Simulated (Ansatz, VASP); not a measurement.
# Ca2Si: VASP beside Ansatz, part 2 of 3

One calculation is typed for both programs; each brings its own data sets. How far apart do they land? The cell is taken from a series of runs on this material, whose earlier steps may have relaxed, scaled, displaced or heated it; both programs get it as it stands.

VASP 6.6.1 and Ansatz 0.2.0.

So far: The starting structure; Ansatz: zone-centre phonons, LDA.

## 3. VASP: zone-centre phonons, LDA

Level of this step: LDA; plane waves and PAW (Ca_sv, Si) (VASP).

The same cell, functional (in two slightly different forms) and mesh now go to VASP, with its own data sets.

Lines of VASP's logs that name or quote its potential files are left out, and so is its time.

Contents of INCAR:

```
SYSTEM = Ca2Si
PREC = Accurate
ENCUT = 500
EDIFF = 1E-08
NELM = 120
ISMEAR = 0
SIGMA = 0.01
LREAL = .FALSE.
ALGO = Normal
GGA = CA
NBANDS = 18
LORBIT = 11
LWAVE = .FALSE.
LCHARG = .FALSE.
ISIF = 2
IBRION = 8
LEPSILON = .TRUE.
LASPH = .TRUE.
GGA_COMPAT = .FALSE.
EFERMI = MIDGAP
KPAR = 2
```

Contents of POSCAR:

```
Ca2Si
1.0
   -3.5002869678      0.0000000000      3.5002869678
    0.0000000000      3.5002869678      3.5002869678
   -3.5002869678      3.5002869678      0.0000000000
Ca Si
2 1
Direct
    0.2500000000      0.2500000000      0.2500000000
    0.7500000000      0.7500000000      0.7500000000
    0.0000000000      0.0000000000      0.0000000000
```

Contents of KPOINTS:

```
Automatic mesh
0
Gamma
8 8 8
0 0 0
```

PAW data sets: Ca_sv and Si (LDA family, release 64).

Launch:

```console
$ mpirun -np 2 vasp_std
```

Output:

```text
[banner, memory and clock lines left out]
running    2 mpi-ranks, on    1 nodes
 distrk:  each k-point on    1 cores,    2 groups
 distr:  one band on    1 cores,    1 groups

 POSCAR found type information on POSCAR CaSi
 POSCAR found :  2 types and       3 ions
 LDA part: xc-table for (Slater(with rela. corr.)+CA(PZ))
 , standard interpolation
 POSCAR, INCAR and KPOINTS ok, starting setup
 FFT: planning ... GRIDC
 FFT: planning ... GRID_SOFT
 FFT: planning ... GRID
 WAVECAR not read
 entering main loop
       N       E                     dE             d eps       ncg     rms          rms(c)
DAV:   1     0.190698554863E+03    0.19070E+03   -0.11657E+04  1044   0.117E+03
DAV:   2    -0.728733076474E+00   -0.19143E+03   -0.18895E+03  1114   0.339E+02
DAV:   3    -0.121693552198E+02   -0.11441E+02   -0.11319E+02  2008   0.626E+01
DAV:   4    -0.126081974401E+02   -0.43884E+00   -0.43846E+00  1448   0.125E+01
DAV:   5    -0.126279748511E+02   -0.19777E-01   -0.19775E-01  1754   0.183E+00    0.568E+00
DAV:   6    -0.119418165236E+02    0.68616E+00   -0.18991E+00  1146   0.373E+00    0.313E+00
DAV:   7    -0.118457565759E+02    0.96060E-01   -0.49068E-01  1548   0.257E+00    0.104E+00
DAV:   8    -0.118366748731E+02    0.90817E-02   -0.62933E-02  1372   0.142E+00    0.202E-01
DAV:   9    -0.118355756985E+02    0.10992E-02   -0.55674E-03  1536   0.370E-01    0.130E-01
DAV:  10    -0.118355706355E+02    0.50629E-05   -0.81063E-04  1600   0.218E-01    0.336E-02
DAV:  11    -0.118355730258E+02   -0.23902E-05   -0.84552E-05  1580   0.499E-02    0.218E-02
DAV:  12    -0.118355603270E+02    0.12699E-04   -0.66120E-05  1530   0.522E-02    0.212E-03
DAV:  13    -0.118355607656E+02   -0.43860E-06   -0.43259E-06  1724   0.111E-02    0.249E-03
DAV:  14    -0.118355607936E+02   -0.27977E-07   -0.12112E-07  1544   0.279E-03    0.952E-04
DAV:  15    -0.118355607815E+02    0.12089E-07   -0.29417E-08  1208   0.129E-03    0.496E-04
DAV:  16    -0.118355607790E+02    0.24843E-08   -0.92733E-09   826   0.656E-04
   1 F= -.11835561E+02 E0= -.11835561E+02  d E =-.858347-172
 Linear response reoptimize wavefunctions to high precision
DAV:   1    -0.118355607794E+02   -0.37426E-09   -0.34799E-09  1278   0.366E-04
DAV:   2    -0.118355607794E+02   -0.69122E-10   -0.31609E-10   746   0.115E-04
 Linear response G [H, r] |phi>, progress :
  Direction:   1
       N       E                     dE             d eps       ncg     rms
RMM:   1    -0.688580738747E+02   -0.68858E+02    0.13132E+03  1523   0.223E+02
RMM:   2    -0.793920891293E+02   -0.10534E+02   -0.67511E+01  2052   0.339E+01
RMM:   3    -0.807510030401E+02   -0.13589E+01   -0.12558E+01  2497   0.115E+01
RMM:   4    -0.810340999796E+02   -0.28310E+00   -0.35244E+00  2633   0.434E+00
RMM:   5    -0.810597264502E+02   -0.25626E-01   -0.66062E-01  2624   0.197E+00
RMM:   6    -0.810723363514E+02   -0.12610E-01   -0.22109E-01  2671   0.105E+00
RMM:   7    -0.810759568445E+02   -0.36205E-02   -0.69859E-02  2667   0.574E-01
RMM:   8    -0.810770661109E+02   -0.11093E-02   -0.20185E-02  2664   0.326E-01
RMM:   9    -0.810777951081E+02   -0.72900E-03   -0.86760E-03  2653   0.186E-01
RMM:  10    -0.810780441999E+02   -0.24909E-03    0.13119E-05  2624   0.113E-01
RMM:  11    -0.810781596123E+02   -0.11541E-03    0.43508E-04  2575   0.735E-02
RMM:  12    -0.810782037912E+02   -0.44179E-04   -0.19033E-04  2541   0.506E-02
RMM:  13    -0.810782416903E+02   -0.37899E-04   -0.63350E-04  2495   0.378E-02
RMM:  14    -0.810782539522E+02   -0.12262E-04    0.47513E-04  2452   0.298E-02
RMM:  15    -0.810782699874E+02   -0.16035E-04   -0.34828E-04  2423   0.250E-02
RMM:  16    -0.810782791681E+02   -0.91807E-05   -0.83419E-05  2390   0.220E-02
RMM:  17    -0.810782818110E+02   -0.26429E-05   -0.43537E-04  2360   0.200E-02
RMM:  18    -0.810782876938E+02   -0.58828E-05   -0.23727E-04  2360   0.189E-02
RMM:  19    -0.810782915450E+02   -0.38512E-05   -0.24936E-04  2350   0.181E-02
RMM:  20    -0.810782945203E+02   -0.29753E-05   -0.34046E-04  2343   0.175E-02
RMM:  21    -0.810782983381E+02   -0.38177E-05   -0.31586E-04  2338   0.170E-02
RMM:  22    -0.810783004461E+02   -0.21080E-05   -0.41342E-04  2341   0.167E-02
 Linear response G [H, r] |phi>, progress :
  Direction:   2
       N       E                     dE             d eps       ncg     rms
RMM:   1    -0.664536459014E+02   -0.66454E+02    0.14035E+03  1520   0.229E+02
RMM:   2    -0.814610874844E+02   -0.15007E+02   -0.70504E+01  2027   0.349E+01
RMM:   3    -0.829608772443E+02   -0.14998E+01   -0.12584E+01  2503   0.115E+01
RMM:   4    -0.832235012231E+02   -0.26262E+00   -0.29346E+00  2650   0.416E+00
RMM:   5    -0.832624239515E+02   -0.38923E-01   -0.59590E-01  2635   0.185E+00
RMM:   6    -0.832763750971E+02   -0.13951E-01   -0.20439E-01  2707   0.982E-01
RMM:   7    -0.832795302861E+02   -0.31552E-02   -0.55307E-02  2708   0.516E-01
RMM:   8    -0.832807412799E+02   -0.12110E-02   -0.17355E-02  2702   0.290E-01
[...]
change of polarisation eV/A/(eV/A) component  1 :     6.842    -2.648    -0.334
 dielectric tensor                  component  1 :    15.435    -5.587    -0.705
 Linear response to external field, progress :
  Direction:   2
       N       E                     dE             d eps       ncg     rms          rms(c)
[...]
Linear response to external field, progress :
  Direction:   3
       N       E                     dE             d eps       ncg     rms          rms(c)
RMM:   1    -0.240003986139E+01   -0.24000E+01   -0.11185E+01  4412   0.802E+00
RMM:   2    -0.400287814001E+01   -0.16028E+01   -0.28569E-01  4375   0.212E+00    0.256E+00
RMM:   3    -0.355128914474E+01    0.45159E+00   -0.73195E-01  4123   0.324E+00    0.115E+00
RMM:   4    -0.360729359018E+01   -0.56004E-01   -0.45200E-01  4463   0.256E+00    0.404E-01
RMM:   5    -0.367083940064E+01   -0.63546E-01   -0.62338E-02  4733   0.968E-01    0.106E-01
RMM:   6    -0.367638060932E+01   -0.55412E-02   -0.23552E-02  4988   0.403E-01    0.522E-02
RMM:   7    -0.367950358159E+01   -0.31230E-02   -0.93279E-03  4774   0.231E-01    0.145E-02
RMM:   8    -0.368008410752E+01   -0.58053E-03   -0.31526E-03  5143   0.116E-01    0.157E-02
RMM:   9    -0.368049990971E+01   -0.41580E-03   -0.16456E-03  5343   0.608E-02    0.660E-03
RMM:  10    -0.368052597347E+01   -0.26064E-04   -0.64348E-04  5286   0.330E-02    0.441E-03
RMM:  11    -0.368047646496E+01    0.49509E-04   -0.44115E-04  5064   0.200E-02    0.143E-03
RMM:  12    -0.368047745193E+01   -0.98698E-06   -0.13536E-04  5382   0.115E-02    0.145E-03
RMM:  13    -0.368047933872E+01   -0.18868E-05   -0.93731E-06  5229   0.711E-03    0.717E-04
RMM:  14    -0.368046180870E+01    0.17530E-04    0.48153E-05  4302   0.610E-03    0.113E-03
RMM:  15    -0.368046436477E+01   -0.25561E-05    0.78756E-05  4366   0.408E-03    0.661E-05
RMM:  16    -0.368046527559E+01   -0.91082E-06    0.89030E-05  5344   0.259E-03    0.666E-05
RMM:  17    -0.368046363383E+01    0.16418E-05    0.90281E-05  4989   0.207E-03    0.470E-05
RMM:  18    -0.368046493929E+01   -0.13055E-05    0.95629E-05  4866   0.179E-03    0.530E-05
RMM:  19    -0.368046395154E+01    0.98775E-06    0.10294E-04  4617   0.166E-03    0.263E-05
RMM:  20    -0.368046649390E+01   -0.25424E-05    0.84222E-05  4195   0.157E-03    0.180E-05
RMM:  21    -0.368046657168E+01   -0.77779E-07    0.85025E-05  4048   0.152E-03    0.172E-05
RMM:  22    -0.368046807649E+01   -0.15048E-05    0.70312E-05  4194   0.150E-03    0.505E-06
 change of polarisation eV/A/(eV/A) component  3 :    -2.514     0.437     6.842
 dielectric tensor                  component  3 :    -5.303     0.922    15.435
 Linear response DOF=           2
 Linear response progress:
  Degree of freedom:   1/  2
       N       E                     dE             d eps       ncg     rms          rms(c)
RMM:   1    -0.456336302732E+00   -0.45634E+00    0.22832E+00  3591   0.136E+01
RMM:   2    -0.405539217687E+00    0.50797E-01   -0.16404E-01  5670   0.283E+00    0.161E-01
RMM:   3    -0.406317424600E+00   -0.77821E-03   -0.20874E-02  6701   0.773E-01    0.121E-01
RMM:   4    -0.406946152077E+00   -0.62873E-03   -0.33791E-03  8040   0.298E-01    0.725E-02
RMM:   5    -0.406785785278E+00    0.16037E-03   -0.73351E-04  7826   0.132E-01    0.587E-03
RMM:   6    -0.406811099024E+00   -0.25314E-04   -0.20403E-04  8094   0.610E-02    0.102E-02
RMM:   7    -0.406750028612E+00    0.61070E-04   -0.52742E-05  8104   0.304E-02    0.279E-03
RMM:   8    -0.406749540757E+00    0.48786E-06   -0.26024E-05  8199   0.168E-02    0.226E-03
RMM:   9    -0.406741377892E+00    0.81629E-05   -0.10943E-05  8344   0.101E-02    0.918E-04
RMM:  10    -0.406736490335E+00    0.48876E-05   -0.80805E-06  8373   0.649E-03    0.348E-04
RMM:  11    -0.406736075129E+00    0.41521E-06   -0.61424E-06  8508   0.465E-03    0.323E-04
RMM:  12    -0.406735585457E+00    0.48967E-06   -0.46694E-06  8577   0.371E-03    0.278E-04
RMM:  13    -0.406737887438E+00   -0.23020E-05   -0.37464E-06  7799   0.323E-03    0.600E-04
RMM:  14    -0.406734577987E+00    0.33095E-05   -0.30490E-06  7381   0.294E-03    0.109E-04
[...]
RMM:  22    -0.406734484870E+00   -0.20813E-07   -0.65356E-07  8160   0.129E-03    0.808E-05
RMM:  23    -0.406734519413E+00   -0.34543E-07   -0.56855E-07  8255   0.121E-03    0.853E-05
RMM:  24    -0.406734534956E+00   -0.15543E-07   -0.47568E-07  8216   0.114E-03    0.100E-04
RMM:  25    -0.406734555831E+00   -0.20875E-07   -0.38907E-07  8492   0.108E-03    0.105E-04
RMM:  26    -0.406734543900E+00    0.11931E-07   -0.34257E-07  8295   0.103E-03    0.123E-04
RMM:  27    -0.406734548013E+00   -0.41130E-08   -0.27765E-07  8781   0.970E-04    0.130E-04
RMM:  28    -0.406734572953E+00   -0.24939E-07   -0.25691E-07  8697   0.925E-04    0.137E-04
RMM:  29    -0.406734585738E+00   -0.12786E-07   -0.21243E-07  8702   0.885E-04    0.141E-04
 first order change of Fermi-energy   0.87841E-01
 force on displaced ion       1 direction 1 :  -3.854   0.000   0.000
 Born effective charge ion    1 direction 1 :   1.973   0.000   0.000
 Linear response progress:
  Degree of freedom:   2/  2
       N       E                     dE             d eps       ncg     rms          rms(c)
RMM:   1    -0.245508293462E-01   -0.24551E-01   -0.10093E-02  4491   0.646E-01
RMM:   2    -0.214675324225E-01    0.30833E-02   -0.29566E-03  4142   0.208E-01    0.733E-02
RMM:   3    -0.215217245349E-01   -0.54192E-04   -0.70832E-04  3714   0.108E-01    0.340E-02
RMM:   4    -0.217932312718E-01   -0.27151E-03   -0.34947E-04  4066   0.702E-02    0.115E-02
RMM:   5    -0.217732535632E-01    0.19978E-04   -0.60809E-05  4233   0.275E-02    0.382E-03
RMM:   6    -0.218062295064E-01   -0.32976E-04   -0.18999E-05  4309   0.122E-02    0.173E-03
RMM:   7    -0.218008410169E-01    0.53885E-05   -0.28332E-06  4907   0.601E-03    0.842E-04
RMM:   8    -0.218003789244E-01    0.46209E-06   -0.76653E-06  5186   0.275E-03    0.320E-04
RMM:   9    -0.218017535851E-01   -0.13747E-05    0.30899E-06  4905   0.150E-03    0.129E-04
RMM:  10    -0.218021555101E-01   -0.40192E-06    0.14113E-06  5192   0.814E-04    0.344E-05
RMM:  11    -0.218018997074E-01    0.25580E-06    0.17454E-06  5359   0.462E-04    0.229E-05
RMM:  12    -0.218018832898E-01    0.16418E-07   -0.67430E-07  5324   0.296E-04    0.117E-05
RMM:  13    -0.218018861207E-01   -0.28309E-08    0.39275E-07  5304   0.207E-04    0.535E-06
RMM:  14    -0.218018677453E-01    0.18375E-07   -0.17530E-07  5232   0.160E-04    0.686E-06
RMM:  15    -0.218018642718E-01    0.34736E-08    0.76242E-08  5268   0.135E-04    0.235E-06
 first order change of Fermi-energy  -0.51687E-03
 force on displaced ion       3 direction 1 :  -4.046   0.000   0.000
 Born effective charge ion    3 direction 1 :  -3.976   0.000   0.000
 Born effective charges drift removed
 Linear response finished
```

(Part 2 of 3 ends here.)

[Lines on the potential files, build, host, timing and source positions are cut from VASP's logs without a mark.]

[Logs are printed without paths, hosts, clocks, repeated set-up lines and the standing remarks that a program may print on its own settings, such as how far it seeks lower states.]

[Hosts, paths, dates, database ids (printed as entryN), source tags and the programs' standing remarks are cut or masked in the printed files.]
